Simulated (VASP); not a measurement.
Computed with r2SCAN meta-GGA, VASP's PBE PAW potentials (set 64) (plane waves; VASP).

A VASP calculation is set up with these files.

KPOINTS:
```
Automatic mesh
0
Gamma
10 10 1
0 0 0
```

### INCAR
```
ISMEAR=1   ! Methfessel-Paxton
DIPOL=0.5 0.5 0.5
EDIFFG=-0.03   ! ionic stop
SYSTEM=Pt(100) slab
ALGO=Normal
EDIFF=1E-5   ! SCF stop (eV)
NSW=50   ! most ionic steps
NELM=100   ! most electronic steps
LMAXMIX=6
IDIPOL=3
LWAVE=.True.
LASPH=.True.   ! aspherical one-centre terms
METAGGA=R2SCAN
LREAL=.False.   ! projection in real space or not
ENCUT=400   ! plane-wave cut-off (eV)
LDIPOL=.True.
PREC=Normal
SIGMA=0.1
LCHARG=.False.
IBRION=2   ! conjugate gradients
NELMIN=4
ISIF=2
LMIXTAU=.True.
```

File POSCAR:
```
Pt(100) slab
1.0
  2.7879243148   0.0000000000   0.0000000000
  0.0000000000   2.7879243148   0.0000000000
  0.0000000000   0.0000000000  26.9150972921
Pt
6
direct
  0.0000000000   0.5000000000   0.3168910000
  0.5000000000   0.0000000000   0.3901350000
  0.0000000000   0.5000000000   0.4633780000
  0.5000000000   0.0000000000   0.5366220000
  0.0000000000   0.5000000000   0.6098650000
  0.5000000000   0.0000000000   0.6831090000
```

POTCAR, in this order: Pt (PBE.64 set). Program: vasp_std.

Unless said otherwise, spin-orbit coupling is left out, though it shifts the bands of the heavy elements here.

Q: Estimate the energy per atom (σ→0), band gap (on the k-mesh).

A: 
```yaml
energy per atom (σ→0): -51.167 eV/atom
band gap (on the k-mesh): none (metal, semimetal or under 0.01 eV)
```

File OSZICAR:
```
...
       N       E                     dE             d eps       ncg     rms          rms(c)
DAV:   1    -0.307000792954E+03    0.19327E-03   -0.90944E-02  1512   0.128E+00    0.641E-02
DAV:   2    -0.307000658338E+03    0.13462E-03   -0.16665E-03  1536   0.217E-01    0.641E-02
DAV:   3    -0.307001106893E+03   -0.44856E-03   -0.90818E-04  1632   0.187E-01    0.130E-01
DAV:   4    -0.307001134493E+03   -0.27600E-04   -0.42833E-04  1632   0.126E-01    0.382E-02
DAV:   5    -0.307001149268E+03   -0.14775E-04   -0.31207E-05   980   0.389E-02    0.162E-02
DAV:   6    -0.307001147651E+03    0.16173E-05   -0.50311E-05  1404   0.332E-02
  11 F= -.30700115E+03 E0= -.30699927E+03  d E =-.152777E-03
```

The cell is a thin slab with vacuum, built from Pt (fcc): (100) face.
